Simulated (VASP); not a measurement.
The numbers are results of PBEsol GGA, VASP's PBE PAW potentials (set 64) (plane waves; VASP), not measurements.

A VASP calculation is set up with these files.

POSCAR:
```
Zn
1
    1.2897156588    -2.2338534712    -0.0000000000
    1.2897156588     2.2338534712    -0.0000000000
   -0.0000000000    -0.0000000000     4.6995384047
Zn
2
Direct
  0.3333330000   0.6666670000   0.2500000000
  0.6666670000   0.3333330000   0.7500000000
```

### KPOINTS
```
kpoints
0
G
  16 16 8
0 0 0
```

**INCAR**
```
NSW = 40   # most ionic steps
NELM = 100   # most electronic steps
EDIFFG = -0.02   # ionic stop
SYSTEM = Zn
EDIFF = 1E-6   # SCF stop (eV)
IBRION = 2   # conjugate gradients
LWAVE = .FALSE.
LCHARG = .FALSE.
PSTRESS = 50
PREC = Accurate
LREAL = .FALSE.
GGA = PS   # PBEsol
LASPH = .TRUE.
SIGMA = 0.1
ALGO = Normal
ISIF = 3   # ions, shape and volume
LMAXMIX = 4   # l cut-off of mixed one-centre charges
ENCUT = 500   # plane-wave cut-off (eV)
ISMEAR = 1   # Methfessel-Paxton
```

POTCAR, in this order: Zn (PBE.64 set). Program: vasp_std.

What VASP printed:

OSZICAR:
```
       N       E                     dE             d eps       ncg     rms          rms(c)
DAV:   1     0.912680750323E+02    0.91268E+02   -0.12528E+04  4944   0.237E+03
DAV:   2    -0.111918155222E+01   -0.92387E+02   -0.90904E+02  4920   0.296E+02
DAV:   3    -0.352287909640E+01   -0.24037E+01   -0.24001E+01  6040   0.597E+01
DAV:   4    -0.352896613876E+01   -0.60870E-02   -0.60868E-02  5608   0.291E+00
DAV:   5    -0.352897454520E+01   -0.84064E-05   -0.84061E-05  5960   0.915E-02    0.538E+00
DAV:   6    -0.319022411054E+01    0.33875E+00   -0.16134E+00  4904   0.297E+01    0.370E+00
DAV:   7    -0.317255518822E+01    0.17669E-01   -0.54256E-02  6056   0.452E+00    0.191E+00
DAV:   8    -0.316415693996E+01    0.83982E-02   -0.21161E-03  6736   0.801E-01    0.572E-02
DAV:   9    -0.316410891141E+01    0.48029E-04   -0.27303E-04  6704   0.261E-01    0.277E-02
DAV:  10    -0.316411232276E+01   -0.34114E-05   -0.19692E-05  5472   0.451E-02    0.285E-03
DAV:  11    -0.316411219260E+01    0.13017E-06   -0.72472E-07  3464   0.138E-02
   1 F= -.23190410E+01 E0= -.23189559E+01  d E =-.231904E+01
```

File OUTCAR:
```
------------------------ aborting loop because EDIFF is reached ----------------------------------------
  FORCE on cell =-STRESS in cart. coord.  units (eV):
  Direction    XX          YY          ZZ          XY          YZ          ZX
  --------------------------------------------------------------------------------------
  Total        0.8377503      0.8377506      0.8327593      0.0000000      0.0000000      0.0000000
  in kB       49.5668490     49.5668678     49.2715509      0.0000000      0.0000000      0.0000000
  external PRESSURE =      -0.5315774 kB  Pullay stress =      50.0000000 kB
  volume of cell :       27.08
      direct lattice vectors                 reciprocal lattice vectors
     1.289715659 -2.233853471  0.000000000     0.387682352 -0.223828468  0.000000000
     1.289715659  2.233853471  0.000000000     0.387682352  0.223828468  0.000000000
     0.000000000  0.000000000  4.699538405     0.000000000  0.000000000  0.212786856
 POSITION                                       TOTAL-FORCE (eV/Angst)
 -----------------------------------------------------------------------------------
      1.28972      0.74462      1.17488        -0.000000      0.000000      0.000000
      1.28972     -0.74462      3.52465         0.000000     -0.000000      0.000000
 -----------------------------------------------------------------------------------
    total drift:                                0.000000      0.000060      0.000004
  FREE ENERGIE OF THE ION-ELECTRON SYSTEM (eV)
  ---------------------------------------------------
  free  energy   TOTEN  =        -3.1641121926 eV

  energy  without entropy=       -3.1638566446  energy(sigma->0) =       -3.16402701
  enthalpy is  TOTEN    =        -2.3190410422 eV   P V=        0.8450711504

 reached required accuracy - stopping structural energy minimisation
```
(Selected blocks of OUTCAR.)

**OUTCAR**
```
 val. band max:        3.8674052806   @ k =   0.3750   0.0625   0.0000

 cond. band min:       3.9375447364   @ k =   0.1875   0.1875   0.0000


 Fermi energy:         3.8868439239

 k-point     1 :       0.0000    0.0000    0.0000
  band No.  band energies     occupation
      1      -7.5699      2.00000
      2      -5.3101      2.00000
      3      -4.4133      2.00000
      4      -4.1584      2.00000
      5      -4.1584      2.00000
      6      -4.0888      2.00000
      7      -4.0888      2.00000
      8      -3.7148      2.00000
      9      -3.7148      2.00000
     10      -3.4317      2.00000
     11      -3.4317      2.00000
     12      -0.3531      2.00000
     13       1.1115      2.00000
     14      19.1950      0.00000
     15      22.3830      0.00000
     16      22.3830      0.00000

 k-point     2 :       0.0625    0.0000    0.0000
  band No.  band energies     occupation
      1      -7.4461      2.00000
      2      -5.2518      2.00000
      3      -4.4008      2.00000
      4      -4.1710      2.00000
      5      -4.1258      2.00000
      6      -4.1040      2.00000
      7      -4.0581      2.00000
      8      -3.7449      2.00000
      9      -3.7287      2.00000
     10      -3.5257      2.00000
     11      -3.4293      2.00000
     12      -0.1296      2.00000
     13       1.1702      2.00000
     14      19.3352      0.00000
     15      20.0805      0.00000
     16      21.1796      0.00000

 k-point     3 :       0.1250    0.0000    0.0000
  band No.  band energies     occupation
      1      -7.0806      2.00000
      2      -5.0959      2.00000
      3      -4.3801      2.00000
      4      -4.1964      2.00000
      5      -4.1273      2.00000
      6      -4.0321      2.00000
      7      -3.9698      2.00000
      8      -3.8714      2.00000
      9      -3.7660      2.00000
     10      -3.6983      2.00000
     11      -3.4244      2.00000
     12       0.4705      2.00000
     13       1.3571      2.00000
...
```

The compound is Zn in the hcp structure. It was relaxed first under an external pressure of 5 GPa.
